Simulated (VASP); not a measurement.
Crystal: Si2Ge.

```
Si Ge
1.0
     2.86560   -3.28060    0.00000
     2.86560    3.28060    0.00000
     0.00000    0.00000    3.01573
Si Ge
2 1
Direct
  0.32027 0.67973 0.00000
  0.67973 0.32027 0.00000
  0.00000 0.00000 0.00000
```

The cell was built by a generator and needn't be a form met in nature.

| Quantity | Value |
| --- | --- |
| Program | VASP 6.6.1 |
| Task | relaxation of cell and atoms |
| Functional | PBE |
| Potentials or basis | VASP PAW PBE potentials, release 64 (Si, Ge_d) |
| Cutoff | 520 eV |
| k mesh | 5 × 5 × 7 |
| Occupations | gaussian, width 0.15 eV |
| Spin | no spin polarisation |

At the start: pressure 11.7 GPa; volume 18.90 Å³/atom.

How do energy, volume and symmetry change on relaxing?

Over 16 steps the energy falls by 770.6 meV/atom and the volume is 16.41 Å³/atom (-13.2 %); space group Cmmm (No. 65, to 0.05 Å).

The path:
| step | energy change (eV) | largest force (eV/Å) | pressure (GPa) | volume (Å³) |
| --- | --- | --- | --- | --- |
| 1 | 0.0000 | 3.2653 | 11.69 | 56.70 |
| 2 | -1.4435 | 0.0460 | -12.96 | 66.41 |
| 3 | -1.6010 | 0.2215 | -9.86 | 62.83 |
| 4 | -2.1944 | 0.0617 | -5.82 | 53.87 |
| 5 | -2.2877 | 0.3294 | 0.48 | 49.81 |
| 6 | -2.2875 | 0.2980 | -1.46 | 50.34 |
| 7 | -2.2881 | 0.3123 | 0.16 | 50.08 |
| 8 | -2.3038 | 0.2316 | 0.16 | 49.79 |
| 9 | -2.3051 | 0.2158 | -0.71 | 49.73 |
| 10 | -2.3056 | 0.1843 | -0.70 | 49.61 |
| 11 | -2.3098 | 0.0474 | 1.16 | 48.86 |
| 12 | -2.3099 | 0.0778 | 0.09 | 49.01 |
| 13 | -2.3099 | 0.0676 | 1.39 | 48.94 |
| 14 | -2.3099 | 0.0712 | 0.89 | 48.98 |
| 15 | -2.3117 | 0.0457 | -0.60 | 49.36 |
| 16 | -2.3119 | 0.0057 | 0.28 | 49.22 |

Final structure:
```
Si Ge
1.0
     2.47245   -3.86210    0.00000
     2.47245    3.86210    0.00000
     0.00000    0.00000    2.57748
Si Ge
2 1
Direct
  0.33625 0.66375 0.00000
  0.66375 0.33625 0.00000
  0.00000 0.00000 0.00000
```
